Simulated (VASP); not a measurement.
These are PBEsol GGA, VASP's PBE PAW potentials (set 64) (plane waves; VASP) values and carry that method's errors.

VASP input:

### INCAR
```
ENCUT  =  300   # plane-wave cut-off (eV)
LWAVE  =  .False.
LMAXMIX  =  4
ISMEAR  =  -1   # Fermi-Dirac
SIGMA  =  0.1   # width (eV)
ALGO  =  Normal
EDIFF  =  1E-6
GGA  =  PS   # PBEsol
NELM  =  100
PREC  =  Accurate
SYSTEM  =  Ti3In3Rh2
LASPH  =  .True.
ISIF  =  2
LCHARG  =  .False.
LREAL  =  .False.
```

### KPOINTS
```
Regular mesh
0
Gamma
3 3 6
0 0 0
```

POSCAR:
```
Ti3In3Rh2
1
    7.2814800000     0.0000000000     0.0000000000
   -3.6407400000     6.3059470000     0.0000000000
    0.0000000000     0.0000000000     3.0741700000
Ti In Rh
3 3 2
Direct
  0.4191140000  -0.0025850000   0.5249370000
  0.5786070000   0.5799250000   0.5128450000
  0.0056640000   0.4255090000   0.4999990000
  0.7642660000  -0.0002860000  -0.0017860000
  0.2295730000   0.2231570000  -0.0160920000
  0.0086330000   0.7760900000  -0.0145300000
  0.3362060000   0.6633480000   0.0045870000
  0.6579360000   0.3348410000  -0.0099610000
```

POTCAR, in this order: Ti_sv In_d Rh_pv (PBE.64 set). Program: vasp_std.

What VASP printed:

OUTCAR:
```
 ion  position               nearest neighbor table
   1  0.419  0.997  0.525-   8 2.61   7 2.64   7 2.72   8 2.74   4 2.90   6 2.95   5 2.98   4 2.98
                             6 3.08   5 3.11
   2  0.579  0.580  0.513-   8 2.59   7 2.62   7 2.65   8 2.67   5 2.95   5 3.04   4 3.04   6 3.08
                             4 3.09   6 3.16
   3  0.006  0.426  0.500-   7 2.64   7 2.65   8 2.73   8 2.76   6 2.95   6 2.99   5 3.07   4 3.10
                             4 3.10   5 3.12
   4  0.764  1.000  0.998-   7 2.84   1 2.90   8 2.91   5 2.94   6 2.95   1 2.98   2 3.04   2 3.09
                             3 3.10   3 3.10
   5  0.230  0.223  0.984-   8 2.80   6 2.82   7 2.90   4 2.94   2 2.95   1 2.98   2 3.04   3 3.07
                             1 3.11   3 3.12
   6  0.009  0.776  0.985-   5 2.82   7 2.89   8 2.94   3 2.95   4 2.95   1 2.95   3 2.99   1 3.08
                             2 3.08   2 3.16
   7  0.336  0.663  0.005-   2 2.62   3 2.64   1 2.64   2 2.65   3 2.65   1 2.72   4 2.84   6 2.89
                             5 2.90
   8  0.658  0.335  0.990-   2 2.59   1 2.61   2 2.67   3 2.73   1 2.74   3 2.76   5 2.80   4 2.91
                             6 2.94
  LATTYP: Found a hexagonal cell.
 ALAT       =     7.2814800000
 C/A-ratio  =     0.4221902690
 Subroutine PRICEL returns:
 Original cell was already a primitive cell.
 Subroutine GETGRP returns: Found  1 space group operations
The static configuration has the point symmetry C_1 .
The dynamic configuration has the point symmetry C_1 .
 Subroutine INISYM returns: Found  1 space group operations
 Subroutine IBZKPT returns following result:
 Found     28 irreducible k-points:

 Following reciprocal coordinates:
            Coordinates               Weight
  0.000000  0.000000  0.000000      1.000000
  0.333333  0.000000  0.000000      2.000000
  0.000000  0.333333  0.000000      2.000000
 -0.333333  0.333333  0.000000      2.000000
  0.333333  0.333333  0.000000      2.000000
  0.000000  0.000000  0.166667      2.000000
  0.333333  0.000000  0.166667      2.000000
  0.000000  0.333333  0.166667      2.000000
 -0.333333  0.333333  0.166667      2.000000
 -0.333333  0.000000  0.166667      2.000000
  0.000000 -0.333333  0.166667      2.000000
  0.333333 -0.333333  0.166667      2.000000
  0.333333  0.333333  0.166667      2.000000
 -0.333333 -0.333333  0.166667      2.000000
  0.000000  0.000000  0.333333      2.000000
  0.333333  0.000000  0.333333      2.000000
  0.000000  0.333333  0.333333      2.000000
 -0.333333  0.333333  0.333333      2.000000
 -0.333333  0.000000  0.333333      2.000000
  0.000000 -0.333333  0.333333      2.000000
  0.333333 -0.333333  0.333333      2.000000
  0.333333  0.333333  0.333333      2.000000
 -0.333333 -0.333333  0.333333      2.000000
  0.000000  0.000000  0.500000      1.000000
  0.333333  0.000000  0.500000      2.000000
  0.000000  0.333333  0.500000      2.000000
 -0.333333  0.333333  0.500000      2.000000
  0.333333  0.333333  0.500000      2.000000
   k-points           NKPTS =     28   k-points in BZ     NKDIM =     28   number of bands    NBANDS=     63
   number of dos      NEDOS =    301   number of ions     NIONS =      8
   total plane-waves  NPLWV =  31752
   dimension x,y,z NGX =    42 NGY =   42 NGZ =   18
   dimension x,y,z NGXF=    84 NGYF=   84 NGZF=   36
   ions per type =               3   3   2
   PREC   = accura    normal or accurate (medium, high low for compatibility)
   ISTART =      0    job   : 0-new  1-cont  2-samecut
   ICHARG =      2    charge: 1-file 2-atom 10-const
   ISPIN  =      1    spin polarized calculation?
   LNONCOLLINEAR =      F non collinear calculations
   LSORBIT =      F    spin-orbit coupling
   INIWAV =      1    electr: 0-lowe 1-rand  2-diag
   ENCUT  =  300.0 eV  22.05 Ry    4.70 a.u.  10.28 10.28  4.34*2*pi/ulx,y,z
   NELM   =    100;   NELMIN=  2; NELMDL= -5     # of ELM steps
   EDIFF  = 0.1E-05   stopping-criterion for ELM
...
```

OSZICAR:
```
       N       E                     dE             d eps       ncg     rms          rms(c)
DAV:   1     0.121939113217E+04    0.12194E+04   -0.38629E+04  3544   0.163E+03
DAV:   2     0.108310006303E+03   -0.11111E+04   -0.10866E+04  3535   0.548E+02
DAV:   3    -0.441168410782E+02   -0.15243E+03   -0.14567E+03  4434   0.203E+02
DAV:   4    -0.605799215420E+02   -0.16463E+02   -0.16235E+02  5360   0.556E+01
DAV:   5    -0.615031329150E+02   -0.92321E+00   -0.92151E+00  5472   0.112E+01    0.212E+01
DAV:   6    -0.595376405803E+02    0.19655E+01   -0.68104E+01  4769   0.356E+01    0.236E+01
DAV:   7    -0.554398993555E+02    0.40977E+01   -0.51119E+01  4242   0.304E+01    0.850E+00
DAV:   8    -0.544060973981E+02    0.10338E+01   -0.53722E+00  4544   0.111E+01    0.445E+00
DAV:   9    -0.543044292451E+02    0.10167E+00   -0.26622E+00  5280   0.574E+00    0.357E+00
DAV:  10    -0.541445281189E+02    0.15990E+00   -0.64969E-01  4821   0.305E+00    0.163E+00
DAV:  11    -0.541592924748E+02   -0.14764E-01   -0.17951E-01  5008   0.204E+00    0.143E+00
DAV:  12    -0.541387908411E+02    0.20502E-01   -0.13836E-01  5034   0.142E+00    0.490E-01
DAV:  13    -0.541401306851E+02   -0.13398E-02   -0.31117E-02  4854   0.845E-01    0.494E-01
DAV:  14    -0.541374306294E+02    0.27001E-02   -0.14722E-02  4715   0.603E-01    0.173E-01
DAV:  15    -0.541372597120E+02    0.17092E-03   -0.21536E-03  4946   0.229E-01    0.774E-02
DAV:  16    -0.541372303882E+02    0.29324E-04   -0.22405E-04  4570   0.904E-02    0.299E-02
DAV:  17    -0.541372332394E+02   -0.28513E-05   -0.21623E-05  4468   0.275E-02    0.140E-02
DAV:  18    -0.541372328347E+02    0.40473E-06   -0.82534E-06  3842   0.192E-02
   1 F= -.54137233E+02 E0= -.54047317E+02  d E =-.179831E+00
```

OUTCAR:
```
------------------------ aborting loop because EDIFF is reached ----------------------------------------
  FORCE on cell =-STRESS in cart. coord.  units (eV):
  Direction    XX          YY          ZZ          XY          YZ          ZX
  --------------------------------------------------------------------------------------
  Total       -2.4845929     -2.8059375     -3.3747840     -0.0378902     -0.0738870     -0.0434769
  in kB      -28.2012249    -31.8486277    -38.3052857     -0.4300703     -0.8386499     -0.4934814
  external PRESSURE =     -32.7850461 kB  Pullay stress =       0.0000000 kB
  volume of cell :      141.16
      direct lattice vectors                 reciprocal lattice vectors
     7.281480000  0.000000000  0.000000000     0.137334718  0.079290232  0.000000000
    -3.640740000  6.305947000  0.000000000     0.000000000  0.158580464  0.000000000
     0.000000000  0.000000000  3.074170000     0.000000000  0.000000000  0.325291054
 POSITION                                       TOTAL-FORCE (eV/Angst)
 -----------------------------------------------------------------------------------
     -0.57956      6.28965      1.61375         0.094353      0.062809     -0.444604
      2.10176      3.65698      1.57657         0.079279     -0.068587     -0.269185
     -1.50793      2.68324      1.53708        -0.187019     -0.152326     -0.073381
      1.92529      6.30414      3.06868        -0.262549      0.176554      0.113098
      0.85917      1.40722      3.02470        -0.060474      0.813604      0.181067
     -2.76268      4.89398      3.02950        -0.052650     -0.938118      0.164254
      0.03300      4.18304      0.01410        -0.244400      0.036315      0.061998
      3.57168      2.11149      3.04355         0.633459      0.069749      0.266754
 -----------------------------------------------------------------------------------
    total drift:                               -0.000998     -0.000870      0.000389
  FREE ENERGIE OF THE ION-ELECTRON SYSTEM (eV)
  ---------------------------------------------------
  free  energy   TOTEN  =       -54.1372328347 eV

  energy  without entropy=      -53.9574017005  energy(sigma->0) =      -54.04731727
```
(Selected blocks of OUTCAR.)

At this cut-off the stress carries a Pulay error, which pulls relaxed volumes low.

The structure comes from a computed database's Ti3In3Rh2 entry; how it stands against other phases isn't given here. The cell was not relaxed at this level, atoms are displaced from their ideal sites. The k-mesh is coarse (spacing up to 0.34 per Å, 2π included), so the numbers may not be converged in it. The electron count is odd and the run is not spin-polarised, which forces a metal.
